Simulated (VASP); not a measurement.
LaLuN2:

```
La Lu N
1.0
     4.79742    0.00000    0.00000
    -2.39871    4.15469    0.00000
     0.00000    0.00000    5.23700
La Lu N
1 1 2
Direct
  0.00000 0.00000 0.00000
  0.66667 0.33333 0.00000
  0.66667 0.33333 0.58545
  0.66667 0.33333 0.41455
```

The cell was built by a generator and needn't be a form met in nature.

* Program: VASP 6.6.1
* Task: relaxation of cell and atoms
* Functional: PBE
* Potentials or basis: VASP PAW PBE potentials, release 64 (La, Lu, N)
* Cutoff: 520 eV
* k mesh: 8 × 8 × 6
* Occupations: gaussian, width 0.1 eV
* Spin: no spin polarisation

At the start: pressure 43.2 GPa; volume 26.10 Å³/atom.

Task: Where does the relaxation end?

Result: Over 72 steps the energy falls by 2237.9 meV/atom and the volume is 34.16 Å³/atom (+30.9 %); space group P-6m2 (No. 187, to 0.05 Å).

The path:
```
step  energy change (eV)  largest force (eV/Å)  pressure (GPa)  volume (Å³)
   1              0.0000               80.0402           43.20       104.38
   3              7.5415                1.7932           -9.01       209.22
   5            572.0787             1660.8536          803.36       151.63
   7              3.9469                3.3029           -8.84       191.22
   9             -1.1653                2.8823           -5.89       178.98
  11             -2.0860                0.6782           -0.71       173.36
  13             -2.2396                2.7571            1.62       169.56
  15             -2.6762                2.7717            1.19       169.40
  17             -2.9916                4.5528            3.15       160.61
  19             11.4557               45.5210           39.41       160.22
  21             19.2391               54.5887           62.55       136.48
  23             26.8464               46.5841           79.62       127.96
  25             16.4536               10.0789           55.46       133.73
  27              8.0127              117.6594           39.61       159.22
  29             -1.8307               36.4010           22.91       158.41
  31             -7.3918                5.7246           -6.54       188.50
  33             -7.8089                3.4610           -2.63       179.44
  35             -7.8529                3.5428           -3.10       179.99
  37             -8.1330                2.1827           -4.24       179.98
  39             -8.3587                0.6130           -4.13       175.69
  41             -8.5357                3.2517           -2.18       165.97
  43             -8.9171                0.7297           -0.98       143.12
  45             -8.9213                1.1371           -0.42       140.42
  47             -8.9345                0.5256           -0.04       139.08
  49             -8.9473                0.0023            0.41       136.31
  51             -8.9506                0.1822            0.21       135.57
  53             -8.9510                0.0169            0.23       135.71
  55             -8.9513                0.0704            0.20       135.95
  57             -8.9514                0.0677            0.07       136.24
  59             -8.9514                0.0691            0.08       136.18
  61             -8.9515                0.0113            0.01       136.22
  63             -8.9515                0.0474            0.02       136.28
  65             -8.9516                0.0569            0.06       136.52
  67             -8.9516                0.0090            0.06       136.50
  69             -8.9516                0.0054            0.04       136.57
  71             -8.9517                0.0132           -0.02       136.69
  72             -8.9517                0.0038            0.01       136.63
```

Final structure:
```
La Lu N
1.0
     5.34149    0.00000    0.00000
    -2.67074    4.62587    0.00000
     0.00000    0.00000    5.52953
La Lu N
1 1 2
Direct
  0.00000 0.00000 0.00000
  0.66667 0.33333 0.00000
  0.66667 0.33333 0.39092
  0.66667 0.33333 0.60908
```

Caveat: the standard files for N, O and F lose accuracy on very short bonds; the volume moved by over 15 % at a fixed basis, so the end points are rough.
